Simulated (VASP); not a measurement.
All values below come from RPBE GGA, VASP's PBE PAW potentials (set 64) (plane waves; VASP).

The input files of a VASP run:

File POSCAR:
```
ZnS
63.5740960
  0.0611276014   0.0000000000   0.0000000000
 -0.0305638007   0.0529380551   0.0000000000
  0.0000000000   0.0000000000   0.5000000000
Zn S
10 10
direct
  0.6666670000   0.3333330000   0.2000000000
  0.3333330000   0.6666670000   0.7000000000
  0.0000000000   0.0000000000   0.8000000000
  0.0000000000   0.0000000000   0.3000000000
  0.6666670000   0.3333330000   0.9000000000
  0.3333330000   0.6666670000   0.4000000000
  0.3333330000   0.6666670000   0.1001000000
  0.6666670000   0.3333330000   0.6001000000
  0.0000000000   0.0000000000   0.0001000000
  0.0000000000   0.0000000000   0.5001000000
  0.6666670000   0.3333330000   0.2749000000
  0.3333330000   0.6666670000   0.7749000000
  0.0000000000   0.0000000000   0.0750000000
  0.0000000000   0.0000000000   0.5750000000
  0.6666670000   0.3333330000   0.6750000000
  0.3333330000   0.6666670000   0.1750000000
  0.0000000000   0.0000000000   0.8749000000
  0.0000000000   0.0000000000   0.3749000000
  0.3333330000   0.6666670000   0.4751000000
  0.6666670000   0.3333330000   0.9751000000
```

File KPOINTS:
```
kpoints
0
G
5 5 1
```

### INCAR
```
SYSTEM = ZnS
PREC = Accurate
ENCUT = 300
EDIFF = 1E-6
NELM = 100
ALGO = Normal
LREAL = Auto
LASPH = .TRUE.
ISMEAR = 0
SIGMA = 0.05
GGA = RP
LMAXMIX = 4
LWAVE = .FALSE.
LCHARG = .FALSE.
ISIF = 2
```

POTCAR, in this order: Zn S (PBE.64 set). Program: vasp_std.

The run wrote:

OSZICAR:
```
       N       E                     dE             d eps       ncg     rms          rms(c)
DAV:   1     0.127574520752E+04    0.12757E+04   -0.58319E+04  1080   0.134E+03
DAV:   2     0.138105992042E+03   -0.11376E+04   -0.10863E+04  1080   0.357E+02
DAV:   3    -0.549279718357E+02   -0.19303E+03   -0.18929E+03  1196   0.139E+02
DAV:   4    -0.659035100529E+02   -0.10976E+02   -0.10902E+02  1236   0.349E+01
DAV:   5    -0.661332119754E+02   -0.22970E+00   -0.22925E+00  1256   0.506E+00    0.225E+01
DAV:   6    -0.617765257069E+02    0.43567E+01   -0.81521E+00  1616   0.381E+01    0.171E+01
DAV:   7    -0.624861308376E+02   -0.70961E+00   -0.16265E+01  1264   0.985E+00    0.551E+00
DAV:   8    -0.619891728676E+02    0.49696E+00   -0.18117E+00  1376   0.747E+00    0.214E+00
DAV:   9    -0.619779256024E+02    0.11247E-01   -0.46715E-01  1344   0.363E+00    0.952E-01
DAV:  10    -0.619783443523E+02   -0.41875E-03   -0.20700E-02  1248   0.154E+00    0.599E-01
DAV:  11    -0.619786892711E+02   -0.34492E-03   -0.25550E-03  1208   0.201E-01    0.606E-01
DAV:  12    -0.619793237272E+02   -0.63446E-03   -0.87683E-04  1480   0.276E-01    0.502E-01
DAV:  13    -0.619831081494E+02   -0.37844E-02   -0.10052E-02  1160   0.425E-01    0.581E-01
DAV:  14    -0.619825703352E+02    0.53781E-03   -0.17731E-03  1272   0.434E-01    0.422E-01
DAV:  15    -0.619823159071E+02    0.25443E-03   -0.33965E-04  1376   0.143E-01    0.336E-01
DAV:  16    -0.619821979556E+02    0.11795E-03   -0.11288E-04  1424   0.539E-02    0.267E-01
DAV:  17    -0.619819240124E+02    0.27394E-03   -0.40921E-04  1520   0.180E-01    0.889E-02
DAV:  18    -0.619818703499E+02    0.53663E-04   -0.48003E-04  1376   0.156E-01    0.401E-02
DAV:  19    -0.619818847752E+02   -0.14425E-04   -0.13991E-04  1192   0.454E-02    0.318E-02
DAV:  20    -0.619818849295E+02   -0.15426E-06   -0.36205E-06   936   0.848E-03
   1 F= -.61981885E+02 E0= -.61981885E+02  d E =-.319184E-14
```

### OUTCAR
```
------------------------ aborting loop because EDIFF is reached ----------------------------------------
  FORCE on cell =-STRESS in cart. coord.  units (eV):
  Direction    XX          YY          ZZ          XY          YZ          ZX
  --------------------------------------------------------------------------------------
  Total        1.1898412      1.1898412      0.6255879      0.0000000      0.0000000      0.0000000
  in kB        4.5854679      4.5854678      2.4109212      0.0000000      0.0000000      0.0000000
  external PRESSURE =       3.8606190 kB  Pullay stress =       0.0000000 kB
  volume of cell :      415.73
      direct lattice vectors                 reciprocal lattice vectors
     3.886132000  0.000000000  0.000000000     0.257325279  0.148566820  0.000000000
    -1.943066000  3.365489000  0.000000000     0.000000000  0.297133641  0.000000000
     0.000000000  0.000000000 31.787048000     0.000000000  0.000000000  0.031459354
  FREE ENERGIE OF THE ION-ELECTRON SYSTEM (eV)
  ---------------------------------------------------
  free  energy   TOTEN  =       -61.9818849295 eV

  energy  without entropy=      -61.9818849295  energy(sigma->0) =      -61.98188493
```
(Selected blocks of OUTCAR.)

### OUTCAR
```
 val. band max:        1.7615175374   @ k =   0.0000   0.0000   0.0000

 cond. band min:       3.8222590047   @ k =   0.0000   0.0000   0.0000


 Fermi energy:         2.0227254768

 k-point     1 :       0.0000    0.0000    0.0000
  band No.  band energies     occupation
      1     -11.0233      2.00000
      2     -10.9604      2.00000
      3     -10.9496      2.00000
      4     -10.7714      2.00000
      5     -10.7638      2.00000
      6     -10.5196      2.00000
      7     -10.5115      2.00000
      8     -10.2968      2.00000
      9     -10.2851      2.00000
     10     -10.1992      2.00000
     11      -4.3325      2.00000
     12      -4.3304      2.00000
     13      -4.3267      2.00000
     14      -4.3267      2.00000
     15      -4.3218      2.00000
     16      -4.3218      2.00000
     17      -4.3191      2.00000
     18      -4.3064      2.00000
     19      -4.3064      2.00000
     20      -4.3043      2.00000
     21      -4.2970      2.00000
     22      -4.2907      2.00000
     23      -4.2907      2.00000
     24      -4.2801      2.00000
     25      -4.2801      2.00000
     26      -4.2600      2.00000
     27      -4.2600      2.00000
     28      -4.2510      2.00000
     29      -4.2510      2.00000
     30      -4.2391      2.00000
     31      -4.2391      2.00000
     32      -4.2267      2.00000
     33      -4.2267      2.00000
     34      -4.2241      2.00000
     35      -4.2241      2.00000
     36      -4.2117      2.00000
     37      -4.2058      2.00000
     38      -3.9803      2.00000
     39      -3.9800      2.00000
     40      -3.8963      2.00000
     41      -3.8963      2.00000
     42      -3.8963      2.00000
     43      -3.8962      2.00000
     44      -3.8890      2.00000
     45      -3.8890      2.00000
     46      -3.8878      2.00000
     47      -3.8878      2.00000
     48      -3.8797      2.00000
     49      -3.8797      2.00000
     50      -3.8795      2.00000
     51      -3.8795      2.00000
...
```

At this cut-off the stress carries a Pulay error, which pulls relaxed volumes low.

The structure comes from a computed database's ZnS entry; how it stands against other phases isn't given here. The cell was not relaxed at this level. The run is one of a series of settings (GGA = RP against the base run), some of them coarse on purpose.
